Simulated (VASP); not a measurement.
Here is a VASP 6.6.1 calculation.

The input INCAR:

```
PREC = Accurate
ENCUT = 600
EDIFF = 1E-6
ISMEAR = 0
SIGMA = 0.02
LREAL = False
LASPH = True
NELM = 120
ALGO = Fast
ISIF = 3
LWAVE = False
LCHARG = False
GGA = PE
IBRION = 2
NSW = 80
EDIFFG = -0.005
KPAR = 8
```

Contents of KPOINTS:

```
Automatic mesh
0
Gamma
  4 4 4
```

File POSCAR:

```
In2O3                                   
1.0
   -5.1476361034      5.1476361034      5.1476361034
    5.1476361034     -5.1476361034      5.1476361034
    5.1476361034      5.1476361034     -5.1476361034
  In              O             
    16    24
Direct
     0.2838534065344169    0.5338534065344170    0.7500000000000000
     0.7161465934655830    0.4661465934655831    0.2500000000000000
     0.0000000000000000    0.5000000000000000    0.0000000000000000
     0.0000000000000000    0.0000000000000000    0.5000000000000000
     0.7500000000000000    0.2838534065344169    0.5338534065344170
     0.2500000000000000    0.7161465934655830    0.4661465934655831
     0.7838534065344170    0.0338534065344170    0.7500000000000000
     0.2161465934655830    0.9661465934655830    0.2500000000000000
     0.5338534065344170    0.7500000000000000    0.2838534065344169
     0.7500000000000000    0.7838534065344170    0.0338534065344170
     0.5000000000000000    0.0000000000000000    0.0000000000000000
     0.5000000000000000    0.5000000000000000    0.5000000000000000
     0.2500000000000000    0.2161465934655830    0.9661465934655830
     0.4661465934655831    0.2500000000000000    0.7161465934655830
     0.9661465934655830    0.2500000000000000    0.2161465934655830
     0.0338534065344170    0.7500000000000000    0.7838534065344170
     0.5368586889589186    0.7721632350309080    0.5442869716859622
     0.7721632350309080    0.5442869716859622    0.5368586889589186
     0.5074282827270435    0.2353045460719895    0.9631413110410814
     0.7721237366550543    0.7278367649690920    0.2646954539280106
     0.2278367649690920    0.4557130283140379    0.4631413110410815
     0.2721237366550541    0.0074282827270436    0.0442869716859622
     0.4557130283140379    0.4631413110410815    0.2278367649690920
     0.9557130283140378    0.7278762633449457    0.9925717172729565
     0.7353045460719894    0.2278762633449459    0.2721632350309082
     0.9631413110410814    0.5074282827270435    0.2353045460719895
     0.2353045460719895    0.9631413110410814    0.5074282827270435
     0.0442869716859622    0.2721237366550541    0.0074282827270436
     0.0368586889589185    0.4925717172729565    0.7646954539280106
     0.7278762633449457    0.9925717172729565    0.9557130283140378
     0.2721632350309082    0.7353045460719894    0.2278762633449459
     0.9925717172729565    0.9557130283140378    0.7278762633449457
     0.7278367649690920    0.2646954539280106    0.7721237366550543
     0.2646954539280106    0.7721237366550543    0.7278367649690920
     0.2278762633449459    0.2721632350309082    0.7353045460719894
     0.4925717172729565    0.7646954539280106    0.0368586889589185
     0.0074282827270436    0.0442869716859622    0.2721237366550541
     0.7646954539280106    0.0368586889589185    0.4925717172729565
     0.5442869716859622    0.5368586889589186    0.7721632350309080
     0.4631413110410815    0.2278367649690920    0.4557130283140379
```

Potentials or basis: VASP PAW PBE potentials, release 64 (In_d, O).

Launch:

```bash
$ cat potpaw_PBE.64/In_d/POTCAR potpaw_PBE.64/O/POTCAR > POTCAR
$ mpirun -np 8 vasp_std > vasp.out
```

(1) Predict the space group after relaxing (to 0.05 Å).

(2) Predict the band gap on the k mesh.

(3) What does it give for the relaxed volume?

## Answers

(1) Ia-3 (No. 206).

(2) 0.92 eV, direct.

(3) 13.64 Å³/atom.

Caveat: spin-orbit coupling is left out, which moves the levels of the heavy elements.
